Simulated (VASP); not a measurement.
A run of VASP 6.6.1 is set up as follows.

The input POSCAR:

```
SbHCSeO
1.0
   12.0000000000      0.0000000000      0.0000000000
    0.0000000000     13.0000000000      0.0000000000
    0.0000000000      0.0000000000     11.0000000000
O C Se Sb H
1 1 1 1 1
Direct
    0.6059458300      0.3811346200      0.5900727300
    0.5435125000      0.4469115400      0.5628545500
    0.3962208300      0.4568500000      0.4977090900
    0.5202791700      0.6148961500      0.5557545500
    0.5836791700      0.6220961500      0.4161090900
```

INCAR.step1

```
SYSTEM = SbHCSeO
PREC = Accurate
ENCUT = 400
EDIFF = 1E-5
ISMEAR = 0
SIGMA = 0.01
LREAL = .False.
LASPH = .True.
NELM = 60
ALGO = Normal
ISIF = 2
LWAVE = .True.
LCHARG = .False.
NBANDS = 19
GGA = PE
```

Contents of INCAR.step2:

```
SYSTEM = SbHCSeO
PREC = Accurate
ENCUT = 400
EDIFF = 1E-6
ISMEAR = 0
SIGMA = 0.01
LREAL = .False.
LASPH = .True.
NELM = 60
ALGO = Normal
ISIF = 2
LWAVE = .False.
LCHARG = .False.
GGA = PE
LHFCALC = .True.
AEXX = 0.25
PRECFOCK = Fast
IVDW = 2
NBANDS = 19
ISTART = 1
```

KPOINTS

```
Automatic mesh
0
Gamma
  1 1 1
  0 0 0
```

Potentials or basis: VASP PAW PBE potentials, release 64 (O_s, C_s, Se, Sb, H_s).

The run is started by

```sh
$ cat potpaw_PBE.64/O_s/POTCAR potpaw_PBE.64/C_s/POTCAR potpaw_PBE.64/Se/POTCAR potpaw_PBE.64/Sb/POTCAR potpaw_PBE.64/H_s/POTCAR > POTCAR
$ cp INCAR.step1 INCAR
$ mpirun -np 1 vasp_gam > vasp.out
$ cp INCAR.step2 INCAR
$ mpirun -np 1 vasp_gam > vasp.out
```

(1) What does it give for the gap between the frontier levels?

(2) Predict the Hirshfeld charges.

(3) Predict the largest force.

(4) Predict the dispersion energy per atom.

Answers

(1) 4.20 eV.

(2) O -0.20; C +0.05; Se -0.03; Sb +0.25; H -0.07 e.

(3) 3.992 eV/Å.

(4) -0.003 eV.

Caveat: the standard files for N, O and F lose accuracy on very short bonds; the PAW data sets were made with another functional, which shifts forces and pressure a little; spin-orbit coupling is left out, which moves the levels of the heavy elements.
